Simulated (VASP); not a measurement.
# Ta: surface energy and work function by face, part 3 of 6

Aim: compare the low-index faces of Ta at one level of theory.

VASP 6.6.1; PBE; plane waves and PAW (Ta).

So far. Step 3 (The bulk reference, job self-consistent run, k-mesh …): The run ends at a pressure of -0.51 GPa. Step 4 (Surface relaxation, 7 atoms, face Ta(110)): The run ended after 12 ionic steps, 0.066 eV below its first step, once the forces on the free atoms met EDIFFG = -0.03.

## 5. Potential and states of the slab, 7 atoms, face Ta(110)

A static run writes the electrostatic potential without exchange and correlation (LVHAR), which is flat in the vacuum and gives the level to count from. The dipole correction cancels the field that unlike faces would set up across the vacuum.

INCAR

```
SYSTEM = Ta
PREC = Normal
ENCUT = 320
EDIFF = 1E-06
NELM = 120
ISMEAR = 1
SIGMA = 0.15
LREAL = .FALSE.
ALGO = Fast
GGA = PE
NBANDS = 24
LASPH = .TRUE.
LORBIT = 11
LWAVE = .FALSE.
LCHARG = .TRUE.
KPAR = 4
IDIPOL = 3
LDIPOL = .TRUE.
DIPOL = 0.5 0.5 0.5
LVHAR = .TRUE.
LVACPOTAV = .TRUE.
NEDOS = 1500
```

POSCAR

```
Ta
1.0
    3.3100000000      0.0000000000      0.0000000000
    1.6550000000      2.3405234457      0.0000000000
    0.0000000000      0.0000000000     29.0431406744
Ta
7
Direct
    0.0000000000      0.0000000000      0.2621315941
    0.5000000000      0.0000000000      0.3387331621
    0.0000000000      0.0000000000      0.4195728349
    0.5000000000      0.0000000000      0.5000000000
    0.0000000000      0.0000000000      0.5804271651
    0.5000000000      0.0000000000      0.6612668379
    0.0000000000      0.0000000000      0.7378684059
```

KPOINTS

```
Automatic mesh
0
Gamma
13 13 1
0 0 0
```

PAW data sets: Ta (PBE family, release 64).

The run is started by

```sh
> mpirun -np 4 vasp_std
```

The program printed:

```text
[... set-up lines as in an earlier step ...]
 entering main loop
       N       E                     dE             d eps       ncg     rms          rms(c)
DAV:   1     0.821414452343E+02    0.82141E+02   -0.98912E+03  2360   0.775E+02
DAV:   2    -0.731836183819E+02   -0.15533E+03   -0.14538E+03  3368   0.167E+02
DAV:   3    -0.860824604019E+02   -0.12899E+02   -0.12306E+02  3248   0.493E+01
DAV:   4    -0.868450680345E+02   -0.76261E+00   -0.74518E+00  3944   0.113E+01
DAV:   5    -0.868662730036E+02   -0.21205E-01   -0.19863E-01  3640   0.182E+00    0.367E+01
RMM:   6    -0.125728156670E+03   -0.38862E+02   -0.12022E+02  3979   0.325E+01    0.209E+01
RMM:   7    -0.108279558241E+03    0.17449E+02   -0.11612E+02  3340   0.308E+01    0.186E+01
RMM:   8    -0.822958904958E+02    0.25984E+02   -0.13655E+01  2649   0.143E+01    0.834E+00
RMM:   9    -0.810739914526E+02    0.12219E+01   -0.68681E+00  3409   0.771E+00    0.568E+00
RMM:  10    -0.817158864495E+02   -0.64189E+00   -0.20313E+00  3058   0.478E+00    0.487E+00
RMM:  11    -0.815223769736E+02    0.19351E+00   -0.55790E-01  3745   0.240E+00    0.433E+00
RMM:  12    -0.811190847631E+02    0.40329E+00   -0.21631E-01  3222   0.139E+00    0.316E+00
RMM:  13    -0.808257558681E+02    0.29333E+00   -0.97500E-01  4043   0.239E+00    0.148E+00
RMM:  14    -0.807761881444E+02    0.49568E-01   -0.11592E-01  3144   0.111E+00    0.108E+00
RMM:  15    -0.807459451972E+02    0.30243E-01   -0.28567E-02  3060   0.650E-01    0.488E-01
RMM:  16    -0.807416470481E+02    0.42981E-02   -0.25694E-02  3231   0.494E-01    0.307E-01
RMM:  17    -0.807404455551E+02    0.12015E-02   -0.77277E-03  3498   0.302E-01    0.172E-01
RMM:  18    -0.807397537929E+02    0.69176E-03   -0.24218E-03  3399   0.167E-01    0.889E-02
RMM:  19    -0.807398402831E+02   -0.86490E-04   -0.30481E-03  3605   0.150E-01    0.836E-02
RMM:  20    -0.807395806327E+02    0.25965E-03   -0.27001E-04  3031   0.724E-02    0.499E-02
RMM:  21    -0.807394671587E+02    0.11347E-03   -0.22595E-04  3286   0.466E-02    0.193E-02
RMM:  22    -0.807394834163E+02   -0.16258E-04   -0.17725E-04  3401   0.371E-02    0.145E-02
RMM:  23    -0.807394898737E+02   -0.64574E-05   -0.18195E-05  2848   0.172E-02    0.109E-02
RMM:  24    -0.807394988093E+02   -0.89356E-05   -0.99820E-06  2513   0.999E-03    0.706E-03
RMM:  25    -0.807395088962E+02   -0.10087E-04   -0.31857E-06  1981   0.642E-03    0.423E-03
RMM:  26    -0.807395197827E+02   -0.10886E-04   -0.41901E-06  2166   0.670E-03    0.149E-03
RMM:  27    -0.807395290270E+02   -0.92443E-05   -0.10107E-06  1566   0.415E-03    0.180E-03
RMM:  28    -0.807395359132E+02   -0.68862E-05   -0.66339E-07  1526   0.312E-03    0.788E-04
RMM:  29    -0.807395381472E+02   -0.22340E-05   -0.30700E-07  1350   0.231E-03    0.487E-04
RMM:  30    -0.807395393830E+02   -0.12358E-05   -0.18760E-07  1065   0.179E-03    0.186E-04
RMM:  31    -0.807395394814E+02   -0.98397E-07   -0.72516E-08   759   0.149E-03
 -----------------------------------------------------------------------------
|                                                                             |
|           W    W    AA    RRRRR   N    N  II  N    N   GGGG   !!!           |
|           W    W   A  A   R    R  NN   N  II  NN   N  G    G  !!!           |
|           W    W  A    A  R    R  N N  N  II  N N  N  G       !!!           |
|           W WW W  AAAAAA  RRRRR   N  N N  II  N  N N  G  GGG   !            |
|           WW  WW  A    A  R   R   N   NN  II  N   NN  G    G                |
|           W    W  A    A  R    R  N    N  II  N    N   GGGG   !!!           |
|                                                                             |
|     Did not find any points to average over, which means that no vacuum     |
|     field-free region was found. Please increase the size of  your cell     |
|     in the dimension of the dipole correction to obtain accurate            |
|     workfunction values.                                                    |
|                                                                             |
 -----------------------------------------------------------------------------

   1 F= -.80739539E+02 E0= -.80738028E+02  d E =-.453433E-02
```

Run time: 51 s. Hardware: 4 MPI ranks of Intel Xeon Platinum 8259CL at 2.50GHz (Skylake/Cascade Lake), shared host; peak memory 0.9 GiB; 3.3 min of CPU time.

Parts of OUTCAR (step 5):

```text
   NELECT =      35.0000    total number of electrons

 dipolmoment           0.000000      0.000000     -0.000000 electrons x Angstroem

 E-fermi :   1.2743

 k-point     1 :       0.0000    0.0000    0.0000
  band No.  band energies     occupation
    ...
     10       0.1851      2.00000
     11       0.6802      2.00000
     12       0.8102      2.00011
     13       0.8883      2.00166
     14       1.2023      1.71792
     15       1.5005     -0.05460
     16       1.5277     -0.03808
     17       1.6280     -0.00427
     18       1.8953     -0.00000
     19       1.9373     -0.00000
    ...

  Total       -2.0634702     -3.1975702     -0.4218193     -0.0000000      0.0000000      0.0000000
  in kB      -14.6934645    -22.7691128     -3.0036720     -0.0000000      0.0000000      0.0000000
  external PRESSURE =     -13.4887498 kB  Pullay stress =       0.0000000 kB

 POSITION                                       TOTAL-FORCE (eV/Angst)
 -----------------------------------------------------------------------------------
      0.00000      0.00000      7.61312        -0.000000      0.000000      0.004384
      1.65500      0.00000      9.83787        -0.000000      0.000000      0.010234
      0.00000      0.00000     12.18571        -0.000000      0.000000     -0.010394
      1.65500      0.00000     14.52157        -0.000000      0.000000      0.000000
      0.00000      0.00000     16.85743         0.000000      0.000000      0.010394
      1.65500      0.00000     19.20527        -0.000000      0.000000     -0.010234
      0.00000      0.00000     21.43002         0.000000      0.000000     -0.004384
 -----------------------------------------------------------------------------------
    total drift:                               -0.000000     -0.000000      0.000000

  FREE ENERGIE OF THE ION-ELECTRON SYSTEM (eV)
  ---------------------------------------------------
  free  energy   TOTEN  =       -80.7395394814 eV

  energy  without entropy=      -80.7350051479  energy(sigma->0) =      -80.73802804

 vacuum level on the upper side and lower side of the slab         6.019         6.019

[... 7 parts as in an earlier step ...]

[... 10 further parts left out ...]
```

This step gave:

| Quantity | Value |
| --- | --- |
| electronic cycles | 31 |
| dipole moment | 0, 0, 0 e·Å |
| vacuum levels | 6.019, 6.019 eV |
| work functions of the upper and lower face | 4.745, 4.745 eV |

The planar average of the electrostatic potential oscillates, so the rows of the table below give means over windows of 2.27 Å about each position, cut where the curve ends. Its maxima inside the range that stand out by 2 % of the span (Å: eV): 8.7: -2.25, 11.0: -1.23, 13.4: -1.34, 15.7: -1.34, 18.0: -1.23, 20.3: -2.25. Its minima: 7.6: -9.87, 9.9: -9.76, 12.1: -9.63, 14.5: -9.66, 16.9: -9.63, 19.2: -9.76, 21.4: -9.87.

Zero at the Fermi level. The planar average of the electrostatic potential by height; means over each step:

height (Å), planar average of the electrostatic potential (eV) and a bar from the least value:
```
     1.14       4.75 ##############################
     3.41       4.74 ##############################
     5.68       2.84 #########################
     7.95      -6.22 
    10.22      -5.78 #
    12.49      -5.76 #
    14.76      -5.77 #
    17.03      -5.78 #
    19.30      -5.99 #
    21.57      -5.88 #
    23.84       4.05 ############################
    26.11       4.74 ##############################
    28.38       4.75 ##############################
```

Density of states in the PAW spheres, an atom over height of the layer and energy from the Fermi level.

Values in states/eV, 22 rows by 7 columns, each cell a mean:
```
1.14 0.79 0.82 0.86 0.82 0.79 1.14
1.33 1.08 1.33 1.36 1.33 1.08 1.33
1.69 1.31 1.64 1.65 1.64 1.31 1.69
1.48 1.14 1.34 1.30 1.34 1.14 1.48
1.51 1.72 1.71 1.76 1.71 1.72 1.51
1.24 1.64 1.39 1.25 1.39 1.64 1.24
0.49 0.46 0.38 0.34 0.38 0.46 0.49
0.49 0.53 0.50 0.60 0.50 0.53 0.49
0.82 0.96 0.89 0.93 0.89 0.96 0.82
0.89 1.06 0.88 0.89 0.88 1.06 0.89
0.67 0.81 0.67 0.74 0.67 0.81 0.67
0.50 0.70 0.60 0.50 0.60 0.70 0.50
0.36 0.53 0.54 0.56 0.54 0.53 0.36
0.22 0.24 0.22 0.22 0.22 0.24 0.22
0.16 0.18 0.19 0.17 0.19 0.18 0.16
0.12 0.13 0.14 0.13 0.14 0.13 0.12
0.10 0.13 0.10 0.11 0.10 0.13 0.10
0.07 0.10 0.09 0.12 0.09 0.10 0.07
0.05 0.08 0.06 0.05 0.06 0.08 0.05
0.04 0.08 0.07 0.06 0.07 0.08 0.04
0.01 0.03 0.04 0.04 0.04 0.03 0.01
0.00 0.00 0.01 0.01 0.01 0.00 0.00
```
Columns: height of the layer (Å) from 7.6 to 21.4; rows upwards: energy from the Fermi level (eV) from -7.9 to 0.5.

Valence density in the ca plane at fractional y = 0.000, with atoms of Ta within 0.2 Å of it. It is the smooth field of the valence electrons, not physical close to the nuclei.

Ten even steps from '0' (0.00 e/Å³) to '9' (0.50 e/Å³), each cell a mean:
```
44687777554444568777754444567668952000000000
55577676555555557767655555667767731000000000
76555555567677655555556767866655421000000000
86544444578778654444457877865544321000000000
76544444577777654444457787765543321000000000
86544445578778655444557877865544321000000000
65566666556666556666556666766666531000000000
45677677554445567777755445567768841000000000
44677877544444567787754444567569952000000000
```
Columns run along c (16.0 Å, from fractional 0.36 to 0.91 of the cell), rows up along a (3.3 Å). Atoms in or near the plane, at fractional coordinates: Ta at (0.42, 0.00), Ta at (0.50, 0.50), Ta at (0.58, 0.00), Ta at (0.66, 0.50), Ta at (0.74, 0.00).

The map of layer states is cut here 0.5 eV above the Fermi level, so it leaves out the states above that.

The vacuum level lies 4.74 eV above the Fermi level at the upper face; both faces agree, as the slab has next to no dipole.

The program found no field-free point at its default tolerance, but its printed level agrees with the flat part of the planar average.

On this mesh the fine structure of the density of states is sampling noise, and high empty states may be cut by the number of bands.

(Part 3 of 6 ends here.)

[Lines on the potential files, build, host, timing and source positions are cut from VASP's logs without a mark.]

[Logs are printed without paths, hosts, clocks, repeated set-up lines and the standing remarks that a program may print on its own settings, such as how far it seeks lower states.]

[Hosts, paths, dates, database ids (printed as entryN), source tags and the programs' standing remarks are cut or masked in the printed files.]

[Runs that stopped without an error message from VASP are left out.]
